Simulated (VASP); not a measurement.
Energy against volume of TiC (rock salt). Level of theory: vdW-DF-cx, VASP's PBE PAW potentials (set 64) (plane waves; VASP 6.6.1). Run with 520 eV cut-off, 15×15×15 Γ-centred mesh, first-order Methfessel-Paxton smearing of 0.10 eV, potentials Ti_sv C.

```
V (Å³/atom)  E (eV/atom)
-----------  -----------
9.694           -7.63385
9.994           -7.64156
10.294          -7.63462
10.594          -7.61506
```

Fit these four points and predict the energy of the run at 9.395 Å³/atom.

A cubic in V^(−2/3), the third-order Birch-Murnaghan form, passes through the four points with V0 = 9.99 Å³/atom and B0 = 260 GPa, and gives -7.6092 eV/atom there. The run gave -7.6091 eV/atom, +0.1 meV/atom from the fit; all five points give B0 = 260 GPa.

The compound is TiC in the rock salt structure. It was relaxed first.
